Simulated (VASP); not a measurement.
Consider the following.

```yaml
crystal:
  lattice:
    - [1.31134, -2.27130, 0.00000]
    - [1.31134, 2.27130, 0.00000]
    - [0.00000, 0.00000, 4.53935]
  atoms:
    - { symbol: Zn, position: [0.33333, 0.66667, 0.25000] }
    - { symbol: Zn, position: [0.66667, 0.33333, 0.75000] }
```

Level of theory: revTPSS meta-GGA, VASP's PBE PAW potentials (set 64) (plane waves; VASP). Run with 520 eV cut-off, 18×18×9 Γ-centred mesh, tetrahedra with Blöchl corrections, potentials Zn.

Problem. Give the energies of bands 11 to 15 at the high-symmetry points, in eV from the Fermi level.

Solution. 
```
band      Γ      M      K      A      L     H
----  -----  -----  -----  -----  -----  ----
11    -7.53  -3.55  -0.50  -7.66  -2.42  0.48
12    -3.94  -2.66  -0.48  -7.66  -2.42  0.48
13    -2.11   3.43  -0.48   6.42   0.08  1.57
14    17.34   3.64   5.69   6.42   0.08  1.57
15    17.51   5.29   6.47  19.14  12.01  2.25
```

It has no gap at this level: it comes out as a metal or semimetal.

The compound is Zn in the hcp structure. It was relaxed first, which changed the volume by -11 %.
